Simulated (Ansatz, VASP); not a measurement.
# Cross-check of GaP between VASP and Ansatz

Aim: how closely do two programs agree when they are given the same cell, functional and k mesh? The cell is taken from a series of runs on this material, whose earlier steps may have relaxed, scaled, displaced or heated it; both programs get it as it stands.

Main program and level: Ansatz 0.2.0; plane waves, with VASP 6.6.1 beside it; zone-centre phonons at LDA.

### Step 1. The structure

The structure is cubic, space group F-43m (No. 216). Conventional cell: a = 5.391 Å, b = 5.391 Å, c = 5.391 Å, α = 90.00°, β = 90.00°, γ = 90.00°. P has 4 Ga at 2.33 Å nearest. Nearest to Ga lie 4 P at 2.33 Å. Farther neighbours are not listed.

Coordinates:

```
P Ga
1.0
     0.00000    2.69571    2.69571
     2.69571    0.00000    2.69571
     2.69571    2.69571    0.00000
P Ga
1 1
Direct
  0.75000 0.75000 0.75000
  0.00000 0.00000 0.00000
```

### Step 2. VASP: zone-centre phonons, LDA

Second derivatives magnify differences that forces hide, and they need a tight electronic threshold.

Lines of VASP's logs that name or quote its potential files are left out, and so is its time.

Contents of INCAR:

```
SYSTEM = GaP
PREC = Accurate
ENCUT = 500
EDIFF = 1E-08
NELM = 120
ISMEAR = -1
SIGMA = 0.03
LREAL = .FALSE.
ALGO = Normal
GGA = CA
NELECT = 17.960822
NBANDS = 14
LORBIT = 11
LWAVE = .FALSE.
LCHARG = .FALSE.
ISIF = 2
IBRION = 8
LASPH = .TRUE.
GGA_COMPAT = .FALSE.
KPAR = 2
```

Contents of POSCAR:

```
GaP
1.0
    0.0000000000      2.6957056919      2.6957056919
    2.6957056919      0.0000000000      2.6957056919
    2.6957056919      2.6957056919      0.0000000000
P Ga
1 1
Direct
    0.7500000000      0.7500000000      0.7500000000
    0.0000000000      0.0000000000      0.0000000000
```

Contents of KPOINTS:

```
Automatic mesh
0
Gamma
24 24 24
0 0 0
```

PAW data sets: P and Ga_d (LDA family, release 64).

Launch:

```
> mpirun -np 2 vasp_std
```

Numbers of over 12 decimals in the logs are rounded to 6 here.

Log:

```text
[banner, memory and clock lines left out]
running    2 mpi-ranks, on    1 nodes
 distrk:  each k-point on    1 cores,    2 groups
 distr:  one band on    1 cores,    1 groups

 POSCAR found type information on POSCAR P Ga
 POSCAR found :  2 types and       2 ions
 LDA part: xc-table for (Slater(with rela. corr.)+CA(PZ))
 , standard interpolation
 POSCAR, INCAR and KPOINTS ok, starting setup
 FFT: planning ... GRIDC
 FFT: planning ... GRID_SOFT
 FFT: planning ... GRID
 WAVECAR not read
 entering main loop
       N       E                     dE             d eps       ncg     rms          rms(c)
DAV:   1     0.782755905601E+02    0.78276E+02   -0.84075E+03 11878   0.169E+03
DAV:   2    -0.481167985479E+01   -0.83087E+02   -0.79664E+02 12896   0.323E+02
DAV:   3    -0.108388869563E+02   -0.60272E+01   -0.59940E+01 14342   0.717E+01
DAV:   4    -0.109434114815E+02   -0.10452E+00   -0.10445E+00 14294   0.102E+01
DAV:   5    -0.109456139841E+02   -0.22025E-02   -0.22024E-02 14948   0.128E+00BRMIX: very serious problems
 the old and the new charge density differ
 old charge density:    18.00000 new   17.96082
BRMIX: very serious problems
 the old and the new charge density differ
 old charge density:    18.00000 new   17.96082
    0.445E+00
DAV:   6    -0.106898557210E+02    0.25576E+00   -0.38007E-01 17840   0.122E+01    0.284E+00
DAV:   7    -0.106416480559E+02    0.48208E-01   -0.92463E-02 14732   0.236E+00    0.104E+00
DAV:   8    -0.106373025505E+02    0.43455E-02   -0.12187E-02 14592   0.139E+00    0.198E-01
DAV:   9    -0.106372684305E+02    0.34120E-04   -0.10361E-03 17534   0.458E-01    0.642E-02
DAV:  10    -0.106372644860E+02    0.39446E-05   -0.47791E-05 17420   0.798E-02    0.227E-02
DAV:  11    -0.106372704892E+02   -0.60032E-05   -0.68282E-06 14634   0.400E-02    0.592E-03
DAV:  12    -0.106372703155E+02    0.17364E-06   -0.49735E-07 15312   0.852E-03    0.407E-03
DAV:  13    -0.106372703108E+02    0.47703E-08   -0.12867E-07 14812   0.368E-03    0.718E-04
DAV:  14    -0.106372703102E+02    0.55843E-09   -0.55118E-09  8914   0.109E-03
   1 F= -.10637270E+02 E0= -.10636912E+02  d E =-.716414E-03
 Linear response reoptimize wavefunctions to high precision
DAV:   1    -0.106372703103E+02   -0.12051E-09   -0.14251E-09 10590   0.366E-04
DAV:   2    -0.106372703104E+02   -0.28194E-10   -0.20575E-10  7054   0.148E-04
 Linear response DOF=           2
 Linear response progress:
  Degree of freedom:   1/  2
       N       E                     dE             d eps       ncg     rms          rms(c)
RMM:   1    -0.506445786692E-01   -0.50645E-01    0.53069E-03126289   0.195E+00
RMM:   2    -0.472496448479E-01    0.33949E-02   -0.65185E-03 99691   0.594E-01    0.121E-01
RMM:   3    -0.473207800288E-01   -0.71135E-04   -0.51515E-04110248   0.188E-01    0.588E-02
RMM:   4    -0.476111763655E-01   -0.29040E-03   -0.91745E-05105896   0.756E-02    0.117E-02
RMM:   5    -0.476168656624E-01   -0.56893E-05   -0.10489E-05113729   0.251E-02    0.677E-03
RMM:   6    -0.475984564981E-01    0.18409E-04   -0.19275E-06107209   0.944E-03    0.374E-03
RMM:   7    -0.476019964742E-01   -0.35400E-05   -0.15299E-07111529   0.362E-03    0.132E-03
RMM:   8    -0.475986253796E-01    0.33711E-05   -0.54221E-09107974   0.137E-03    0.123E-04
RMM:   9    -0.475984485970E-01    0.17678E-06    0.11560E-08112217   0.415E-04    0.534E-05
RMM:  10    -0.475985916226E-01   -0.14303E-06    0.19562E-09109852   0.149E-04    0.421E-06
RMM:  11    -0.475985776315E-01    0.13991E-07   -0.14239E-10113335   0.518E-05    0.254E-06
RMM:  12    -0.475985831623E-01   -0.55308E-08   -0.17263E-09106077   0.200E-05    0.139E-06
 first order change of Fermi-energy   0.15236E-03
 force on displaced ion       1 direction 1 :  -9.373   0.000   0.000
 Linear response progress:
  Degree of freedom:   2/  2
       N       E                     dE             d eps       ncg     rms          rms(c)
RMM:   1    -0.167056040561E+00   -0.16706E+00    0.11555E-01 70154   0.923E+00
RMM:   2    -0.165061182522E+00    0.19949E-02   -0.28788E-02105226   0.157E+00    0.642E-02
RMM:   3    -0.165511905400E+00   -0.45072E-03   -0.38602E-03110355   0.450E-01    0.467E-02
RMM:   4    -0.165422893691E+00    0.89012E-04   -0.11436E-03114738   0.170E-01    0.104E-02
RMM:   5    -0.165410225923E+00    0.12668E-04   -0.57459E-05113597   0.441E-02    0.548E-03
RMM:   6    -0.165409785793E+00    0.44013E-06   -0.14851E-05113108   0.164E-02    0.801E-04
RMM:   7    -0.165407594444E+00    0.21913E-05   -0.61752E-06113957   0.663E-03    0.371E-04
RMM:   8    -0.165405563779E+00    0.20307E-05   -0.29872E-06115261   0.286E-03    0.814E-05
RMM:   9    -0.165405619605E+00   -0.55826E-07   -0.20421E-06115736   0.122E-03    0.537E-05
RMM:  10    -0.165405150655E+00    0.46895E-06   -0.78746E-07115152   0.553E-04    0.205E-05
RMM:  11    -0.165405033469E+00    0.11719E-06   -0.46537E-07117062   0.250E-04    0.685E-06
RMM:  12    -0.165405009846E+00    0.23624E-07   -0.25956E-07116677   0.118E-04    0.370E-06
RMM:  13    -0.165404989030E+00    0.20815E-07   -0.15907E-07116601   0.563E-05    0.273E-06
RMM:  14    -0.165404951432E+00    0.37599E-07   -0.74155E-08112182   0.287E-05    0.482E-07
RMM:  15    -0.165404954821E+00   -0.33893E-08   -0.55124E-08100300   0.146E-05    0.394E-07
 first order change of Fermi-energy  -0.11556E-04
 force on displaced ion       2 direction 1 :  -9.379  -0.000  -0.000
 Linear response finished
```

From OUTCAR (step 2):

```text
NELECT = 17.960822

 ion  position               nearest neighbor table
   1  0.750  0.750  0.750-   2 2.33   2 2.33   2 2.33   2 2.33
   2  0.000  0.000  0.000-   1 2.33   1 2.33   1 2.33   1 2.33

  LATTYP: Found a face centered cubic cell.
 ALAT       =     5.3914113838

 Subroutine GETGRP returns: Found 24 space group operations
 (whereof 24 operations were pure point group operations)

The static configuration has the point symmetry T_d .

 Found    413 irreducible k-points:

   k-points           NKPTS =    413   k-points in BZ     NKDIM =    413   number of bands    NBANDS=     14

   dimension x,y,z NGX =    28 NGY =   28 NGZ =   28
   dimension x,y,z NGXF=    56 NGYF=   56 NGZF=   56

   ENCUT  =  500.0 eV  36.75 Ry    6.06 a.u.   6.95  6.95  6.95*2*pi/ulx,y,z

 k-points in reciprocal lattice and weights: Automatic mesh
   0.00000000  0.00000000  0.00000000       0.000
   0.04166667  0.00000000  0.00000000       0.001
   0.08333333  0.00000000  0.00000000       0.001
   0.12500000  0.00000000  0.00000000       0.001
   0.16666667  0.00000000  0.00000000       0.001
   0.20833333  0.00000000  0.00000000       0.001
   0.25000000  0.00000000  0.00000000       0.001
   0.29166667  0.00000000  0.00000000       0.001
   0.33333333  0.00000000  0.00000000       0.001
[...]
-0.29166667  0.50000000  0.20833333       0.001
  -0.25000000  0.50000000  0.25000000       0.000

 average (electrostatic) potential at core
       1 -84.3669       2 -66.2674

  Total       -0.3838751     -0.3838751     -0.3838751     -0.0000000      0.0000000      0.0000000
  in kB      -15.6983168    -15.6983168    -15.6983168     -0.0000000      0.0000000      0.0000000
  external PRESSURE =     -15.6983168 kB  Pullay stress =       0.0000000 kB

  energy-cutoff  :      500.00
  volume of cell :       39.18
      direct lattice vectors                 reciprocal lattice vectors
     0.000000000  2.695705692  2.695705692    -0.185480189  0.185480189  0.185480189
     2.695705692  0.000000000  2.695705692     0.185480189 -0.185480189  0.185480189
     2.695705692  2.695705692  0.000000000     0.185480189  0.185480189 -0.185480189

 POSITION                                       TOTAL-FORCE (eV/Angst)
 -----------------------------------------------------------------------------------
      4.04356      4.04356      4.04356         0.000000      0.000000      0.000000
      0.00000      0.00000      0.00000        -0.000000     -0.000000     -0.000000
 -----------------------------------------------------------------------------------
    total drift:                               -0.000000     -0.000000     -0.000000

 Eigenvectors and eigenvalues of the dynamical matrix
 ----------------------------------------------------

   1 f  =   10.336012 THz    64.943081 2PiTHz  344.772259 cm-1    42.746293 meV
             X         Y         Z           dx          dy          dz
      4.043559  4.043559  4.043559     0.000000    0.832020    0.000000
      0.000000  0.000000  0.000000     0.000000   -0.554745    0.000000

   2 f  =   10.336012 THz    64.943081 2PiTHz  344.772259 cm-1    42.746293 meV
             X         Y         Z           dx          dy          dz
      4.043559  4.043559  4.043559     0.832020    0.000000    0.000000
      0.000000  0.000000  0.000000    -0.554745    0.000000    0.000000

   3 f  =   10.336012 THz    64.943081 2PiTHz  344.772259 cm-1    42.746293 meV
             X         Y         Z           dx          dy          dz
      4.043559  4.043559  4.043559     0.000000    0.000000    0.832020
      0.000000  0.000000  0.000000     0.000000    0.000000   -0.554745

   4 f/i=    0.001635 THz     0.010273 2PiTHz    0.054538 cm-1     0.006762 meV
             X         Y         Z           dx          dy          dz
      4.043559  4.043559  4.043559    -0.554745    0.000000    0.000000
      0.000000  0.000000  0.000000    -0.832020    0.000000    0.000000

   5 f/i=    0.001635 THz     0.010273 2PiTHz    0.054538 cm-1     0.006762 meV
             X         Y         Z           dx          dy          dz
      4.043559  4.043559  4.043559     0.000000   -0.554745    0.000000
      0.000000  0.000000  0.000000     0.000000   -0.832020    0.000000

   6 f/i=    0.001635 THz     0.010273 2PiTHz    0.054538 cm-1     0.006762 meV
             X         Y         Z           dx          dy          dz
      4.043559  4.043559  4.043559     0.000000    0.000000   -0.554745
      0.000000  0.000000  0.000000     0.000000    0.000000   -0.832020

 ELASTIC MODULI CONTR FROM IONIC RELAXATION (kBar)
 Direction    XX          YY          ZZ          XY          YZ          ZX
 --------------------------------------------------------------------------------
 XX          -0.0000     -0.0000     -0.0000     -0.0000      0.0000      0.0000
 YY          -0.0000     -0.0000     -0.0000     -0.0000     -0.0000      0.0000
 ZZ          -0.0000     -0.0000     -0.0000      0.0000     -0.0000      0.0000
 XY          -0.0000     -0.0000      0.0000   -308.4905      0.0000      0.0000
 YZ           0.0000     -0.0000     -0.0000      0.0000   -308.4905      0.0000
 ZX           0.0000      0.0000      0.0000      0.0000      0.0000   -308.4905
 --------------------------------------------------------------------------------
```

### Step 3. Ansatz: zone-centre phonons, LDA

Ansatz runs on its PAW soft_1 files.

The same cell, functional (in two slightly different forms), mesh and smearing now go to Ansatz, which takes its cutoff from its data sets.

Contents of input.yaml:

```yaml
crystal:
  lattice:
    - [0.0, 2.6957056919, 2.6957056919]
    - [2.6957056919, 0.0, 2.6957056919]
    - [2.6957056919, 2.6957056919, 0.0]
  atoms:
    - { symbol: P, position: [0.75, 0.75, 0.75] }
    - { symbol: Ga, position: [0.0, 0.0, 0.0] }
total_charge: 0.039178
kpoints:
  mp_grid: { grid: [24, 24, 24] }
hamiltonian:
  xc: lda
  pseudopotentials: { kind: paw, azcp: { folder: soft_1 }, xc_functional: pbe }
scf:
  occupations: { method: fermi_dirac, width: 0.03 }
output:
  eigenvalues: true
phonons:
  method: dfpt
```

Launch:

```
> ansatz run input.yaml --threads 8 --pin off --max-ram 16384MiB --backend cpu --events-out ev --progress --plain --runs-dir out
```

Log:

```text
zone centre: on kpoints.mp_grid the ground state, and the responses unless they are solved on pairs of k-points, stand on 1063 of the mesh's 13824 k-points, reduced under 8 symmetry operations, with k and −k counted as one. Each operation leaves every solved displacement unchanged or reverses it
Engine: ansatz 0.2.0, aarch64-unknown-linux-gnu
Pseudopotentials: kind: paw
Pseudopotential: P, paw, valence charge 5, recommended cutoff 420 eV (normal), soft_1/P.paw.azcp
Pseudopotential: Ga, paw, valence charge 13, recommended cutoff 420 eV (normal), soft_1/Ga.paw.azcp
Functional definition: SPW92
  exchange = slater_x
  correlation = pw_c
Crystal: 2 atoms, lattice volume = 39.178 Å³
Basis set: ecut = 420 eV, 749 PW (Γ), exchange–correlation on 54×54×54 points (8 copies of the dense FFT grid, shifted against one another)
Bands: 13, of which v1, the nominal top of the filled ones, is band 9 counted from 1 (8 counted from 0)
Symmetry: 24 space group operations
k-points: 1063 of 13824 (irreducible under 8 space group operations, time reversal used)
Non-local potential: P, projectors of the file, l = 0: 2, l = 1: 2, l = 2: 1
Non-local potential: Ga, projectors of the file, l = 0: 2, l = 1: 2, l = 2: 3, l = 3: 1
PAW form: soft (Blöchl's): semilocal exchange-correlation on the pseudo side does not see the compensation charge
PAW frozen core: P, regenerated for the run's functional, and the local potential with it (the file was generated under x = pbe(κ = 0.804, μ = 0.219515), c = pbe(β = 0.066725))
PAW frozen core: Ga, regenerated for the run's functional, and the local potential with it (the file was generated under x = pbe(κ = 0.804, μ = 0.219515), c = pbe(β = 0.066725))
PAW one-centre angular grid: P, 110 points (default); XC on 64 Gauss nodes
PAW one-centre angular grid: Ga, 590 points (default); XC on 64 Gauss nodes
Initial density: superposition of atomic densities (chi_scale 0.1, normalization cell, long waves kept (reshape's long-wave potential 0.00 eV rms))
Initial wavefunctions: pseudopotential atomic-orbital guess
Functional: x = slater, c = lda
SCF iter   1: F=—  HF=-4434.259711 eV  |F-HF|=—  |Δ(HF+E_count)|=         —  Δρ=4.78e-2  dr2=6.68e-1  ethr=3.10e-3  ⟨swp⟩=6.4  Hψ=96842  notcnv=0
preconditioner: auto → Kerker (q_TF=auto, 2.396 Å⁻¹)  [metal: Δε(μ)=0.011 eV  Ē_g=15.736 eV  σ=0.030 eV  W_gap=0.09  n_scr=14 (ndim 8)  ℏωp=25.1 eV  f_vac=0.000  D(μ)=0.26/eV (n_scr^D=0)]
SCF iter   2: F=—  HF=-4434.135933 eV  |F-HF|=—  |Δ(HF+E_count)|=   1.24e-1  Δρ=2.80e-2  dr2=2.64e-1  ethr=3.10e-3  ⟨swp⟩=1.7  Hψ=23488  notcnv=0
SCF iter   3: F=—  HF=-4434.052574 eV  |F-HF|=—  |Δ(HF+E_count)|=   8.34e-2  Δρ=4.26e-3  dr2=1.30e-2  ethr=1.47e-3  ⟨swp⟩=2.8  Hψ=21766  notcnv=0
SCF iter   4: F=—  HF=-4434.050923 eV  |F-HF|=—  |Δ(HF+E_count)|=   1.65e-3  Δρ=1.55e-3  dr2=1.40e-3  ethr=7.23e-5  ⟨swp⟩=2.0  Hψ=27466  notcnv=0
SCF iter   5: F=—  HF=-4434.050973 eV  |F-HF|=—  |Δ(HF+E_count)|=   4.99e-5  Δρ=1.55e-3  dr2=4.55e-4  ethr=7.80e-6  ⟨swp⟩=2.0  Hψ=27638  notcnv=0
SCF iter   6: F=—  HF=-4434.050606 eV  |F-HF|=—  |Δ(HF+E_count)|=   3.66e-4  Δρ=2.20e-4  dr2=1.38e-5  ethr=2.53e-6  ⟨swp⟩=2.0  Hψ=19157  notcnv=0
SCF iter   7: F=—  HF=-4434.050611 eV  |F-HF|=—  |Δ(HF+E_count)|=   4.23e-6  Δρ=4.66e-5  dr2=4.88e-7  ethr=7.66e-8  ⟨swp⟩=2.0  Hψ=23336  notcnv=0
SCF iter   8: F=—  HF=-4434.050612 eV  |F-HF|=—  |Δ(HF+E_count)|=   9.74e-7  Δρ=9.18e-6  dr2=2.26e-8  ethr=2.72e-9  ⟨swp⟩=2.0  Hψ=22477  notcnv=0
SCF iter   9: F=—  HF=-4434.050612 eV  |F-HF|=—  |Δ(HF+E_count)|=   4.37e-9  Δρ=1.96e-6  dr2=2.27e-9  ethr=1.26e-10  ⟨swp⟩=2.0  Hψ=23109  notcnv=0
SCF iter  10: F=—  HF=-4434.050612 eV  |F-HF|=—  |Δ(HF+E_count)|=  6.48e-10  Δρ=6.08e-7  dr2=1.83e-10  ethr=1.26e-11  ⟨swp⟩=1.5  Hψ=15563  notcnv=0
SCF iter  11: F=-4434.050612 eV  HF=-4434.050612 eV  |F-HF|=5.46e-12  |Δ(HF+E_count)|=  2.73e-11  Δρ=1.01e-7  dr2=3.40e-12  ethr=1.00e-12  ⟨swp⟩=6.6  Hψ=81977  notcnv=0
SCF 1 converged in 11 iterations: F = -4434.050612 eV  dr2 = 3.40e-12
  greatest PAW one-centre occupation: 0.994 electrons in one spin orbital (limit 2), on the Ga atom at site 1 (counted from 0), in its partial waves of l = 2
DFPT response loops at Γ: preconditioner auto → Kerker (q_TF=auto, 2.396 Å⁻¹) (partly filled bands, converged f_vac=0.003); β = 1.00, the filter's whole step (`scf.mixing.beta` (0.50) is not read by the response loops under this deck's `scf.mixing.preconditioner`; to damp them name `kerker` or `kerker_dos`, under which they read `scf.mixing.beta`, and type it under 1.00, their step now; both keys bind the ground state too); Broyden in place of MSR1
SCF converged after 11 iterations
Free energy (F): -4434.050612 eV
Harris-Foulkes:  -4434.050612 eV  (|F-HF|=5.46e-12)
Internal energy: -4434.049897 eV  (E = F + TS)
E sigma→0 (E₀):  -4434.050254 eV
Entropy (-TS):   -0.000715 eV (-0.357 meV/atom)
Fermi energy:    6.980285 eV
--- Per-component energies (eV) ---
  E_band       = -58.982384
  E_kinetic    = 181.493718
  E_local      = -1658.587460  (includes V_loc(G=0)·N_el)
  E_nonlocal   = -57.408091
  E_hartree    = 1006.138193
  E_xc         = -135.508614
  E_vxc        = -118.023419  (∫ρ·V_xc dr)
  E_paw        = -2444.992067  (= ΣΔE_a)
  E_vpaw       = -418.733319  (= ΣTr[D̂ρ^β])
  E_aug_tail   = -0.000182  (compensation charges beyond the density's cutoff)
  E_ewald      = -1327.031227
  E_core_change = 1.845833  (= ΣΔE_core)
  E_smearing   = -0.000715  (= −TS)
  E_closure    = 0.000000  (closes the sum)
  E_deformation_potential = 0.545240  (in the stress; not in F)
  Σ components = -4434.050612   (vs F -4434.050612, Δ=0.00e0)
--- Band table (eV; the first three rows and the last of 1063) ---
  k-point 0: bands = [... 5 lower, -5.5303, 7.2293, 7.2293, 7.2293, 9.1186, 11.0298, 11.0298, 11.0298]
  k-point 1: bands = [... 5 lower, -5.5066, 6.9388, 7.1982, 7.1982, 9.3100, 11.0673, 11.0769, 11.0769]
  k-point 2: bands = [... 5 lower, -5.4358, 6.3035, 7.1113, 7.1113, 9.5972, 11.2081, 11.2081, 11.2474]
  k-point 1062: bands = [... 5 lower, -2.2800, 0.4596, 3.4678, 3.6125, 11.8517, 12.1436, 13.2540, 13.3110]
--- Phonons (Γ-DFPT): 2 representative perturbations + reference, on 1063 of 13824 k-points (Σ response iterations 6) ---
  k mesh reduced under 8 symmetry operations, with k and −k counted as one. Each operation leaves every solved displacement unchanged or reverses it
  ASR residual: 2.607e-5 → 0.000e0 eV/Å²; symmetrization residual: 2.241e-6 eV/Å²
  ASR residual per site (eV/Å²): 2.61e-5 1.44e-6
  Γ frequencies (cm⁻¹): 0.00 0.00 0.00 344.73 344.73 344.73
  non-analytic LO–TO correction: not included (Born effective charges unavailable; polar crystals: no LO–TO splitting at Γ)
```

The column dr2 measures how far the density is from self-consistency, as an energy; F and HF (Harris–Foulkes) agree once it is small.

### Step 4. Comparison

Known differences besides the potentials themselves: the two LDA forms differ slightly; the cutoff is 420 eV in Ansatz and 500 eV in VASP; VASP's log shows a relativistic correction to its local exchange, Ansatz's none. Total energies have different zeros and are not compared.

Both answers:

```
                  quantity  Ansatz   VASP  difference
optical mode 1 to 3 (cm⁻¹)   344.7  344.8     -0.01 %
```

Modes are paired by rising frequency, not by their patterns, so a pair may set unlike modes beside each other; they are those without the splitting of longitudinal modes. The cell carries a charge of +0.039178 e against a uniform background, so its pressure also hangs on how the neutralising background is counted, and in a defect's cell a gap may be the spacing between its levels.

### Step 5. Summary of results

| Property | Result |
| --- | --- |
| r.m.s. difference of the optical zone-centre modes, each program's sorted by frequency (zone-centre phonons, LDA) | 0.042 cm⁻¹ |

The r.m.s. difference of the optical zone-centre modes, each program's sorted by frequency is 0.042 cm⁻¹ (zone-centre phonons, LDA). How closely two codes agree says nothing of how well the functional describes the real material.

[Lines on the potential files, build, host, timing and source positions are cut from VASP's logs without a mark.]

[Logs are printed without paths, hosts, clocks, repeated set-up lines and the standing remarks that a program may print on its own settings, such as how far it seeks lower states.]

[Hosts, paths, dates, database ids (printed as entryN), source tags and the programs' standing remarks are cut or masked in the printed files.]
